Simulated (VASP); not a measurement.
Consider the following.

```
CELL_PARAMETERS angstrom
      2.86731     0.00000     0.00000
      0.00000     2.86731     0.00000
      0.00000     0.00000     3.53291
ATOMIC_POSITIONS crystal
  Cu 0.00000 0.00000 0.00000
  Au 0.50000 0.50000 0.50000
```

The numbers are results of r2SCAN meta-GGA, VASP's PBE PAW potentials (set 64) (plane waves; VASP), not measurements. Settings: 480 eV cut-off, 12×12×10 Γ-centred mesh, first-order Methfessel-Paxton smearing of 0.10 eV, potentials Cu Au.

Each row applies one change to this cell, which was relaxed at other settings and keeps the small stress of the first row; at a fixed cut-off the stress holds a Pulay part, so it need not integrate to ΔE exactly. Stress is in GPa, positive when the cell is compressed.

| change | ΔE (meV/atom) | σxx | σyy | σzz | largest shear component, with its sign (GPa) | largest force (eV/Å) |
|---|---|---|---|---|---|---|
| none | 0.0 | 0.69 | 0.69 | 0.06 | 0.00 | 0.000 |
| atom 2 (Au) moved by 0.200 Å along z | 67.9 | 4.69 | 4.69 | 2.68 | 0.00 | 1.369 |
| uniaxial strain of +1.0 % along y | 0.3 | -0.63 | -1.42 | -1.32 | 0.00 | 0.000 |
| isotropic strain of +2.0 % | 20.8 | -7.50 | -7.50 | -8.09 | 0.00 | 0.000 |
| biaxial strain of -1.0 % in the yz plane | 4.2 | 3.68 | 4.31 | 3.69 | 0.00 | 0.000 |
| uniaxial strain of -1.0 % along x | 1.6 | 2.74 | 2.14 | 1.54 | 0.00 | 0.000 |
| biaxial strain of -1.5 % in the xy plane | 9.5 | 6.09 | 6.09 | 4.83 | 0.00 | 0.000 |
| atom 2 (Au) moved by -0.025 Å along z | 1.1 | 0.75 | 0.75 | 0.10 | 0.00 | 0.168 |

Failed runs are left out, and for metals the shear rows, which the mesh's noise covers.

The compound is CuAu in the L1_0 structure.
